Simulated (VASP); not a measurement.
# Quasiparticle energies of Selenium in VASP, part 4 of 4

Wanted: how far GW moves the Kohn-Sham levels of Selenium. The cell has space group P3_121. The start is a cell from a database of measured crystal structures.

VASP 6.6.1, plane waves and PAW; the level of theory is named at each step.

Still holding for the runs below: The k-mesh is coarse for exact exchange; levels may shift by about 0.1 eV on a finer one.

So far, quasiparticle gap on the mesh (eV): step 4 (evGW0) 2.09.

## (8) G0W0

This step: G0W0 on HSE06; plane waves and PAW (Se_GW) (VASP 6.6.1).

G0W0 keeps orbitals and screening fixed and shifts each of the lowest NBANDSGW levels once.

File INCAR:

```
SYSTEM = Se
PREC = Accurate
ENCUT = 300
ISMEAR = 0
SIGMA = 0.01
LREAL = .FALSE.
LHFCALC = .TRUE.
AEXX = 0.25
GGA = PE
HFSCREEN = 0.2
LASPH = .TRUE.
NBANDS = 528
PRECFOCK = Fast
ALGO = EVGW0
NELMGW = 1
ENCUTGW = 200
NOMEGA = 48
NBANDSGW = 24
LWAVE = .FALSE.
LCHARG = .FALSE.
```

File POSCAR:

```
Se
1.0
    4.3662000000      0.0000000000      0.0000000000
   -2.1831000000      3.7812401180      0.0000000000
    0.0000000000      0.0000000000      4.9536000000
Se
3
Direct
    0.2254000000      0.0000000000      0.3333333333
    0.0000000000      0.2254000000      0.6666666667
    0.7746000000      0.7746000000      0.0000000000
```

File KPOINTS:

```
Automatic mesh
0
Gamma
3 3 4
0 0 0
```

The projector-augmented-wave data sets are Se_GW (PBE family, release 64).

The WAVECAR or CHGCAR of an earlier step is read.

Run with:

```bash
> mpirun -np 8 vasp_std
```

What it wrote:

```text
[banner, memory and clock lines left out]
running    8 mpi-ranks, on    1 nodes
 distrk:  each k-point on    8 cores,    1 groups
 distr:  one band on    1 cores,    8 groups

 POSCAR found type information on POSCAR Se
 POSCAR found :  1 types and       3 ions
 [... a notice as in an earlier step ...]

 [... a notice as in an earlier step ...]

 LDA part: xc-table for (Slater+PW92), standard interpolation
 found WAVECAR, reading the header
 POSCAR, INCAR and KPOINTS ok, starting setup
 FFT: planning ... GRIDC
 FFT: planning ... GRID_SOFT
 FFT: planning ... GRID
 reading WAVECAR
 the WAVECAR file was read successfully
 initial charge from wavefunction
 available memory per node:    120.86 GB, setting MAXMEM to    123758

 The Fermi energy was updated, please check that it is located mid-gap
 values below the HOMO (VB) or above the LUMO (CB) will cause erroneous energies
 E-fermi :   2.9372

 calculate exact exchange contribution
 the WAVEDER file was read successfully
energies w=
    0.000    0.000    0.759    0.000    1.516    0.000    2.266    0.000
    3.008    0.000    3.739    0.000    4.458    0.000    5.164    0.000
    5.857    0.000    6.537    0.000    7.205    0.000    7.862    0.000
    8.510    0.000    9.150    0.000    9.784    0.000   10.415    0.000
   11.045    0.000   11.676    0.000   12.312    0.000   12.955    0.000
   13.608    0.000   14.275    0.000   14.960    0.000   15.668    0.000
   16.403    0.000   17.171    0.000   17.979    0.000   18.834    0.000
   19.746    0.000   20.725    0.000   21.785    0.000   22.942    0.000
   24.216    0.000   25.633    0.000   27.226    0.000   29.036    0.000
   31.119    0.000   33.551    0.000   36.436    0.000   39.922    0.000
   44.228    0.000   49.686    0.000   56.832    0.000   66.590    0.000
   80.690    0.000  102.803    0.000  142.329    0.000  232.706    0.000
 responsefunction array rank=     544
 LDA part: xc-table for (Slater+PW92), standard interpolation

 min. memory requirement per mpi rank    361.6 MB, per node   2892.5 MB

 allocating   6 responsefunctions rank=   544
 shmem allocating  48 responsefunctions rank=   544
 response function shared by NCSHMEM nodes    1
 Doing            6  frequencies on each core in blocks of           48
NQ=   1    0.0000    0.0000    0.0000,
|.........|.........|.........|.........|.........|.........|.........|.........
 performed        589000 updates of chi_q(r,r)
 total number of BLAS operations       1370.68 Gflops
NQ=   2    0.3333    0.0000    0.0000,
|.........|.........|.........|.........|.........|.........|.........|.........
 performed       1837000 updates of chi_q(r,r)
 total number of BLAS operations       4040.78 Gflops
NQ=   3    0.3333    0.3333    0.0000,
|.........|.........|.........|.........|.........|.........|.........|.........
 performed       2502000 updates of chi_q(r,r)
 total number of BLAS operations       5576.72 Gflops
NQ=   4    0.0000    0.0000    0.2500,
|.........|.........|.........|.........|.........|.........|.........|.........
 performed       3294000 updates of chi_q(r,r)
 total number of BLAS operations       7142.76 Gflops
NQ=   5    0.3333    0.0000    0.2500,
|.........|.........|.........|.........|.........|.........|.........|.........
 performed       4542000 updates of chi_q(r,r)
 total number of BLAS operations       9875.20 Gflops
NQ=   6    0.0000    0.3333    0.2500,
|.........|.........|.........|.........|.........|.........|.........|.........
 performed       5790000 updates of chi_q(r,r)
 total number of BLAS operations      12607.63 Gflops
NQ=   7    0.3333    0.3333    0.2500,
|.........|.........|.........|.........|.........|.........|.........|.........
 performed       6633000 updates of chi_q(r,r)
 total number of BLAS operations      14509.61 Gflops
NQ=   8    0.0000    0.0000    0.5000,
|.........|.........|.........|.........|.........|.........|.........|.........
 performed       7222000 updates of chi_q(r,r)
 total number of BLAS operations      15708.06 Gflops
NQ=   9    0.3333    0.0000    0.5000,
|.........|.........|.........|.........|.........|.........|.........|.........
 performed       8470000 updates of chi_q(r,r)
 total number of BLAS operations      18450.96 Gflops
NQ=  10    0.3333    0.3333    0.5000,
|.........|.........|.........|.........|.........|.........|.........|.........
 performed       9135000 updates of chi_q(r,r)
 total number of BLAS operations      19969.78 Gflops
 resolving degeneracies of screened two electron integrals

 calculate QP shifts <psi_nk| G(iteration)W_0 |psi_nk>: iteration 1
 entering main loop
```

Wall time 81 s (8 MPI ranks of Intel Xeon 6975P-C (Granite Rapids), shared host); peak memory 4.2 GiB.

Parts of OUTCAR (step 8):

```text
   NELECT =      18.0000    total number of electrons

 E-fermi :   2.9372

 QP shifts <psi_nk| G(iteration)W_0 |psi_nk>: iteration 1
 for sc-GW calculations column KS-energies equals QP-energies in previous step
 and V_xc(KS)=  KS-energies - (<T + V_ion + V_H > + <T+V_H+V_ion>^1  + <V_x>^1)
 k-point   1 :       0.0000    0.0000    0.0000
  band No.  KS-energies  QP-energies   sigma(KS)   V_xc(KS)     V^pw_x(r,r')   Z            occupation Imag(sigma)
    ...
      6      -1.8702      -2.1356     -12.4866     -12.1238     -14.5755       0.7316       2.0000       0.1656
      7      -0.2051      -0.4729     -12.5999     -12.2334     -14.8449       0.7306       2.0000       0.1279
      8      -0.2051      -0.4729     -12.5999     -12.2334     -14.8449       0.7306       2.0000       0.1279
      9       1.5628       1.2230     -13.1459     -12.6929     -14.8950       0.7500       2.0000       0.0852
     10       4.9161       4.8879     -11.1888     -11.1512      -7.1104       0.7511       0.0000      -0.1226
     11       4.9161       4.8879     -11.1888     -11.1512      -7.1104       0.7511       0.0000      -0.1226
     12       5.2130       5.1629     -10.7715     -10.7049      -6.6354       0.7509       0.0000      -0.1253
     13       9.2183       8.9777      -8.1180      -7.8144      -3.7570       0.7926       0.0000      -0.1595
    ...

 k-point   2 :       0.3333    0.0000    0.0000
  band No.  KS-energies  QP-energies   sigma(KS)   V_xc(KS)     V^pw_x(r,r')   Z            occupation Imag(sigma)
    ...
      6      -1.7649      -1.9757     -12.4317     -12.1405     -14.8105       0.7237       2.0000       0.1986
      7      -0.3888      -0.6527     -12.6452     -12.2865     -14.6199       0.7359       2.0000       0.1223
      8       0.2512      -0.0608     -12.8981     -12.4801     -14.5519       0.7466       2.0000       0.0911
      9       1.0627       0.7360     -12.9951     -12.5580     -14.7029       0.7475       2.0000       0.0880
     10       4.9035       4.8494     -10.8136     -10.7424      -6.9269       0.7591       0.0000      -0.1161
     11       5.1835       5.1248     -10.8476     -10.7699      -6.8475       0.7554       0.0000      -0.1228
     12       6.4179       6.3346     -11.5483     -11.4355      -7.2762       0.7382       0.0000      -0.1576
     13       8.6136       8.3116      -8.0590      -7.6752      -3.7899       0.7870       0.0000      -0.1551
    ...

[... 9 parts as in an earlier step ...]

[... 7 further parts left out ...]
```

This step gave:

```yaml
quasiparticle_gap_on_the_mesh: 2.444 eV
smallest_direct_quasiparticle_gap_on_the_mesh: 2.444 eV
gap_of_the_starting_orbitals_on_the_mesh: 2.068 eV
```

GW takes the gap from 2.068 to 2.444 eV. That is +486 meV against the one-shot pass on PBE. Spin-orbit coupling is left out. The value holds for 528 bands, ENCUTGW = 200 eV and this mesh, and isn't shown to be converged in them.

## (9) Summary

This step: GW series: evGW0 on PBE, G0W0 on HSE06; plane waves and PAW (VASP 6.6.1).

Derived from the runs above.

Cost is wall time times ranks on a shared host, with the step that makes the empty bands. GW runs:

| level | bands | ENCUTGW (eV) | NOMEGA | k mesh | starting gap (eV) | quasiparticle gap (eV) | direct gap (eV) | cost (core minutes) |
| --- | --- | --- | --- | --- | --- | --- | --- | --- |
| evGW0 on PBE | 528 | 200 | 48 | 3x3x4 | 1.215 | 2.095 | 2.095 | 47.91 |
| G0W0 on HSE06 | 528 | 200 | 48 | 3x3x4 | 2.068 | 2.444 | 2.444 | 18.8 |

## (10) Summary of results

```
evGW0 on PBE, 528 bands, ENCUTGW 200 eV, NOMEGA 48, mesh 3×3×4  : 1.215 → 2.095 eV
G0W0 on HSE06, 528 bands, ENCUTGW 200 eV, NOMEGA 48, mesh 3×3×4 : 2.068 → 2.444 eV
```

What this shows: evGW0 gives a quasiparticle gap of 2.095 eV on the mesh, 0.88 eV over the PBE gap on the same mesh. On mesh and path the starting valence top lies at (0.5, 0, 0.5) and the conduction bottom at (0.333, 0.333, 0.5), so the starting gap is indirect. The GW mesh misses an edge: at the starting level the gap along the path is 0.23 eV smaller, and with that offset the quasiparticle gap would be about 1.87 eV. Over the final values of the levels run here the gap spans 2.09 to 2.44 eV. In evGW0 the first pass, which is the one-shot result, gives 1.958 eV and pass 4 gives 2.095 eV; the last pass changed the gap by +4 meV, so the loop is converged. One-shot gaps: 1.958 eV from PBE and 2.444 eV from HSE06. The starting gaps span 0.85 eV and the one-shot gaps 0.49 eV. Bands, response cutoff and mesh weren't tested for convergence. On a mesh this coarse the value is a test of cost more than a converged gap. Spin-orbit coupling is left out; with Se in the cell it can split or shift band edges, by an amount that depends on which atoms form them and isn't tested here. The atoms weren't relaxed and carry forces of up to 0.43 eV/Å at PBE in the first static run, so the numbers belong to the given coordinates, and a relaxation would change them. Not tabulated here, as repeats of values shown or as unfit to read for their mesh, reference level or band range: eps2 curves (empty bands); eps1 curves and static values (empty bands); gaps (empty bands).

[Lines on the potential files, build, host, timing and source positions are cut from VASP's logs without a mark.]

[Logs are printed without paths, hosts, clocks, repeated set-up lines and the standing remarks that a program may print on its own settings, such as how far it seeks lower states.]

[Hosts, paths, dates, database ids (printed as entryN), source tags and the programs' standing remarks are cut or masked in the printed files.]

[Pressures printed for these runs are not shown converged in the cutoff: they can be off by several GPa and have the wrong sign.]
